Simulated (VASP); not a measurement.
Data:

```xyz
3
Lattice="0.0000 3.7216 3.7216 3.7216 0.0000 3.7216 3.7216 3.7216 0.0000" Properties=species:S:1:pos:R:3 pbc="T T T"
K      1.8608     1.8608     1.8608
K      5.5824     5.5824     5.5824
S      0.0000     0.0000     0.0000
```

Computed with rev-vdW-DF2, VASP's PBE PAW potentials (set 64) (plane waves; VASP 6.6.1). Run with 520 eV cut-off, 5×5×5 Γ-centred mesh, Gaussian smearing of 0.050 eV, potentials K_sv S.

Task: Estimate the energy per atom (σ→0).

Result: 
| Item | Value |
|---|---|
| energy per atom (σ→0) | -1436 meV/atom |

The absolute energy has meaning only against runs of the same code, potentials and settings.

The compound is K2S in the antifluorite structure. This cell is one point of a volume scan, at 1.03 of the reference volume.
